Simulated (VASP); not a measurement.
These are PBE GGA, VASP's PBE PAW potentials (set 64) (plane waves; VASP 6.6.1) values and carry that method's errors.

VASP ran on this input.

**KPOINTS**
```
K-points
0
Gamma
  11 11 3
```

**INCAR**
```
SYSTEM  =  La
PREC  =  Accurate; ENCUT  =  500; LREAL  =  .FALSE.
LASPH  =  .TRUE.
EDIFF  =  1E-6; NELM  =  100; ALGO  =  Normal
LMAXMIX  =  6
ISMEAR  =  1; SIGMA  =  0.1
GGA  =  PE
IBRION  =  2; NSW  =  40; ISIF  =  3
EDIFFG  =  -0.02; PSTRESS  =  450
LWAVE  =  .FALSE.; LCHARG  =  .FALSE.
```

POSCAR:
```
La
1.0
  1.5590599535  -2.7003718048   0.0000000000
  1.5590599535   2.7003718048   0.0000000000
  0.0000000000   0.0000000000  10.2787609820
La
4
Cartesian
  0.0000000000   0.0000000000   5.1393804910
  0.0000000000   0.0000000000   0.0000000000
  1.5590599535   0.9001257352   2.5696902455
  1.5590599535  -0.9001257352   7.7090707365
```

POTCAR, in this order: La (PBE.64 set). Program: vasp_std.

Output of the run:

File OSZICAR:
```
...
DAV:  14    -0.155347524836E+02   -0.84200E-05   -0.85195E-05  1736   0.282E-02    0.103E-03
DAV:  15    -0.155347550976E+02   -0.26141E-05   -0.25057E-05  1664   0.162E-02    0.409E-04
DAV:  16    -0.155347558473E+02   -0.74967E-06   -0.74926E-06  1600   0.144E-02
   1 F= 0.87737953E+01 E0= 0.87741120E+01  d E =0.877380E+01
       N       E                     dE             d eps       ncg     rms          rms(c)
DAV:   1    -0.262895574229E+02   -0.10755E+02   -0.81476E+02  1912   0.302E+02    0.323E+01
DAV:   2    -0.127235658266E+02    0.13566E+02   -0.60181E+01  2864   0.923E+01    0.143E+01
DAV:   3    -0.689347686436E+01    0.58301E+01   -0.25668E+01  2482   0.624E+01    0.482E+00
DAV:   4    -0.709251863509E+01   -0.19904E+00   -0.33253E+00  3018   0.256E+01    0.174E+00
DAV:   5    -0.704462645372E+01    0.47892E-01   -0.78250E-01  3000   0.890E+00    0.956E-01
DAV:   6    -0.705827460064E+01   -0.13648E-01   -0.12937E-01  3290   0.312E+00    0.868E-01
DAV:   7    -0.706554358378E+01   -0.72690E-02   -0.12574E-02  3008   0.119E+00    0.109E+00
DAV:   8    -0.703465449104E+01    0.30889E-01   -0.39641E-01  2330   0.720E+00    0.310E+00
DAV:   9    -0.707104488161E+01   -0.36390E-01   -0.13636E-01  2632   0.416E+00    0.108E+00
DAV:  10    -0.707098208439E+01    0.62797E-04   -0.64607E-03  2970   0.109E+00    0.767E-01
DAV:  11    -0.707110311981E+01   -0.12104E-03   -0.18881E-03  3064   0.403E-01    0.422E-01
DAV:  12    -0.707104365641E+01    0.59463E-04   -0.17973E-04  2996   0.157E-01    0.386E-01
DAV:  13    -0.707102702209E+01    0.16634E-04   -0.89864E-05  2840   0.936E-02    0.261E-01
DAV:  14    -0.707102807361E+01   -0.10515E-05   -0.36978E-04  2586   0.211E-01    0.447E-02
DAV:  15    -0.707102933738E+01   -0.12638E-05   -0.24688E-05  2926   0.648E-02    0.769E-03
DAV:  16    -0.707102804681E+01    0.12906E-05   -0.35975E-06  1854   0.221E-02    0.105E-02
DAV:  17    -0.707102932540E+01   -0.12786E-05   -0.11785E-06  1332   0.257E-02    0.294E-03
DAV:  18    -0.707102972703E+01   -0.40162E-06   -0.71013E-07  1204   0.171E-02
   2 F= 0.10775704E+02 E0= 0.10777336E+02  d E =0.200191E+01
       N       E                     dE             d eps       ncg     rms          rms(c)
DAV:   1    -0.252194797328E+02   -0.18148E+02   -0.36516E+02  2008   0.178E+02    0.259E+01
DAV:   2    -0.136948650270E+02    0.11525E+02   -0.99873E+01  3038   0.146E+02    0.427E+00
DAV:   3    -0.140331747814E+02   -0.33831E+00   -0.10052E+01  3160   0.294E+01    0.322E+00
DAV:   4    -0.139314592579E+02    0.10172E+00   -0.10401E+00  3104   0.777E+00    0.202E+00
DAV:   5    -0.138215834219E+02    0.10988E+00   -0.25256E-01  3116   0.385E+00    0.116E+00
DAV:   6    -0.138027771976E+02    0.18806E-01   -0.14242E-01  3232   0.305E+00    0.403E-01
DAV:   7    -0.138074473952E+02   -0.46702E-02   -0.22108E-02  3256   0.102E+00    0.344E-01
DAV:   8    -0.138077818670E+02   -0.33447E-03   -0.38229E-03  3236   0.436E-01    0.284E-01
DAV:   9    -0.138066074327E+02    0.11744E-02   -0.50888E-03  2470   0.594E-01    0.562E-02
DAV:  10    -0.138066102971E+02   -0.28644E-05   -0.73304E-04  3092   0.317E-01    0.291E-02
DAV:  11    -0.138066334536E+02   -0.23156E-04   -0.19298E-04  3256   0.799E-02    0.138E-02
DAV:  12    -0.138066332621E+02    0.19149E-06   -0.41306E-05  2408   0.387E-02    0.151E-02
DAV:  13    -0.138066348116E+02   -0.15495E-05   -0.13968E-05  1864   0.332E-02    0.498E-03
DAV:  14    -0.138066346094E+02    0.20216E-06   -0.38845E-06  1464   0.257E-02
   3 F= 0.83501840E+01 E0= 0.83502355E+01  d E =-.423611E+00
       N       E                     dE             d eps       ncg     rms          rms(c)
DAV:   1    -0.136714426092E+02    0.13519E+00   -0.36716E-01  1916   0.599E+00    0.652E-01
DAV:   2    -0.136633820708E+02    0.80605E-02   -0.37783E-02  2832   0.237E+00    0.261E-01
DAV:   3    -0.136611769209E+02    0.22051E-02   -0.11219E-02  2610   0.115E+00    0.613E-02
DAV:   4    -0.136611767679E+02    0.15303E-06   -0.10158E-03  2970   0.374E-01    0.230E-02
DAV:   5    -0.136611736903E+02    0.30775E-05   -0.15406E-04  3056   0.109E-01    0.177E-02
DAV:   6    -0.136611888571E+02   -0.15167E-04   -0.65623E-05  3134   0.579E-02    0.162E-02
DAV:   7    -0.136611920971E+02   -0.32401E-05   -0.21529E-05  2358   0.533E-02    0.466E-03
DAV:   8    -0.136611912023E+02    0.89483E-06   -0.23814E-06  1474   0.250E-02
   4 F= 0.83462968E+01 E0= 0.83464852E+01  d E =-.427499E+00
       N       E                     dE             d eps       ncg     rms          rms(c)
DAV:   1    -0.135794651878E+02    0.81727E-01   -0.12350E-01  1896   0.348E+00    0.379E-01
DAV:   2    -0.135767480137E+02    0.27172E-02   -0.12683E-02  2840   0.138E+00    0.151E-01
DAV:   3    -0.135760141730E+02    0.73384E-03   -0.37182E-03  2638   0.665E-01    0.354E-02
DAV:   4    -0.135760152394E+02   -0.10664E-05   -0.33645E-04  3020   0.215E-01    0.135E-02
DAV:   5    -0.135760148888E+02    0.35051E-06   -0.49642E-05  3040   0.609E-02    0.103E-02
DAV:   6    -0.135760209646E+02   -0.60757E-05   -0.20927E-05  2912   0.331E-02    0.924E-03
DAV:   7    -0.135760231686E+02   -0.22040E-05   -0.68011E-06  1762   0.332E-02    0.260E-03
DAV:   8    -0.135760226638E+02    0.50478E-06   -0.74304E-07  1208   0.209E-02
   5 F= 0.83456259E+01 E0= 0.83457540E+01  d E =-.428169E+00
       N       E                     dE             d eps       ncg     rms          rms(c)
DAV:   1    -0.135307949948E+02    0.45228E-01   -0.35728E-02  1890   0.187E+00    0.203E-01
DAV:   2    -0.135300084724E+02    0.78652E-03   -0.36854E-03  2842   0.749E-01    0.800E-02
DAV:   3    -0.135298014956E+02    0.20698E-03   -0.10585E-03  2638   0.355E-01    0.190E-02
DAV:   4    -0.135298031618E+02   -0.16662E-05   -0.94315E-05  2940   0.114E-01    0.744E-03
DAV:   5    -0.135298038209E+02   -0.65912E-06   -0.14998E-05  2840   0.350E-02    0.572E-03
DAV:   6    -0.135298062688E+02   -0.24479E-05   -0.45658E-06  1958   0.197E-02    0.444E-03
DAV:   7    -0.135298075273E+02   -0.12585E-05   -0.21790E-06  1520   0.271E-02    0.106E-03
DAV:   8    -0.135298073328E+02    0.19443E-06   -0.36488E-07  1114   0.126E-02
   6 F= 0.83457703E+01 E0= 0.83458511E+01  d E =-.428025E+00
       N       E                     dE             d eps       ncg     rms          rms(c)
DAV:   1    -0.136470078121E+02   -0.11720E+00   -0.29846E-01  2646   0.810E+00    0.527E-01
DAV:   2    -0.136410993030E+02    0.59085E-02   -0.23810E-02  2858   0.195E+00    0.200E-01
DAV:   3    -0.136397251623E+02    0.13741E-02   -0.64550E-03  2840   0.907E-01    0.459E-02
DAV:   4    -0.136397192342E+02    0.59281E-05   -0.51382E-04  3004   0.247E-01    0.202E-02
DAV:   5    -0.136397165078E+02    0.27264E-05   -0.92074E-05  3160   0.899E-02    0.164E-02
DAV:   6    -0.136397154179E+02    0.10899E-05   -0.29334E-05  2654   0.475E-02    0.100E-02
DAV:   7    -0.136397127347E+02    0.26832E-05   -0.11899E-05  2180   0.444E-02    0.192E-03
DAV:   8    -0.136397127590E+02   -0.24287E-07   -0.87201E-07  1276   0.209E-02
   7 F= 0.83458770E+01 E0= 0.83461575E+01  d E =0.106714E-03
       N       E                     dE             d eps       ncg     rms          rms(c)
DAV:   1    -0.135821065987E+02    0.57606E-01   -0.89509E-02  2648   0.448E+00    0.287E-01
DAV:   2    -0.135803567205E+02    0.17499E-02   -0.69485E-03  2832   0.105E+00    0.111E-01
DAV:   3    -0.135799362482E+02    0.42047E-03   -0.19601E-03  2820   0.504E-01    0.257E-02
DAV:   4    -0.135799395589E+02   -0.33107E-05   -0.16031E-04  2980   0.139E-01    0.108E-02
DAV:   5    -0.135799415666E+02   -0.20077E-05   -0.29662E-05  3008   0.531E-02    0.868E-03
DAV:   6    -0.135799444950E+02   -0.29284E-05   -0.86639E-06  2414   0.278E-02    0.538E-03
DAV:   7    -0.135799467810E+02   -0.22860E-05   -0.27866E-06  1606   0.265E-02    0.896E-04
DAV:   8    -0.135799467446E+02    0.36431E-07   -0.45006E-07  1154   0.173E-02
   8 F= 0.83455014E+01 E0= 0.83456800E+01  d E =-.268932E-03
```

OUTCAR:
```
------------------------ aborting loop because EDIFF is reached ----------------------------------------
  FORCE on cell =-STRESS in cart. coord.  units (eV):
  Direction    XX          YY          ZZ          XY          YZ          ZX
  --------------------------------------------------------------------------------------
  Total       21.8691262     21.8691431     21.9507940      0.0000000     -0.0000000     -0.0000000
  in kB      448.8440444    448.8443904    450.5202022      0.0000000     -0.0000000     -0.0000000
  external PRESSURE =      -0.5971210 kB  Pullay stress =     450.0000000 kB
  volume of cell :       78.06
      direct lattice vectors                 reciprocal lattice vectors
     1.505752063 -2.608040083 -0.000000000     0.332059980 -0.191714845  0.000000000
     1.505752063  2.608040083  0.000000000     0.332059980  0.191714845  0.000000000
    -0.000000000  0.000000000  9.939140335    -0.000000000 -0.000000000  0.100612323
 POSITION                                       TOTAL-FORCE (eV/Angst)
 -----------------------------------------------------------------------------------
     -0.00000     -0.00000      4.96957        -0.000000     -0.000000     -0.000000
      0.00000     -0.00000      0.00000        -0.000000      0.000000     -0.000000
      1.50575      0.86935      2.48479        -0.000000     -0.000000      0.000000
      1.50575     -0.86935      7.45436         0.000000      0.000000     -0.000000
 -----------------------------------------------------------------------------------
    total drift:                               -0.000000     -0.000000      0.000000
  FREE ENERGIE OF THE ION-ELECTRON SYSTEM (eV)
  ---------------------------------------------------
  free  energy   TOTEN  =       -13.5799467446 eV

  energy  without entropy=      -13.5794107413  energy(sigma->0) =      -13.57976808
  enthalpy is  TOTEN    =         8.3455013755 eV   P V=       21.9254481200

 reached required accuracy - stopping structural energy minimisation
```
(Selected blocks of OUTCAR.)

File CONTCAR:
```
La
   1.00000000000000
     1.5057520633947699   -2.6080400826084551   -0.0000000000000000
     1.5057520633947699    2.6080400826084551    0.0000000000000000
    -0.0000000000000000    0.0000000000000000    9.9391403353514214
  La
     4
Direct
     0.0000000000000000    0.0000000000000000    0.5000000000000000
     0.0000000000000000    0.0000000000000000    0.0000000000000000
     0.3333330000000032    0.6666669999999968    0.2500000000000000
     0.6666669999999968    0.3333330000000032    0.7500000000000000
```

Energy and stress use the plane-wave basis of the starting cell.

The compound is La in the dhcp structure. This run relaxes it under an external pressure of 45 GPa. Symmetry was kept, so distortions that lower it aren't found.
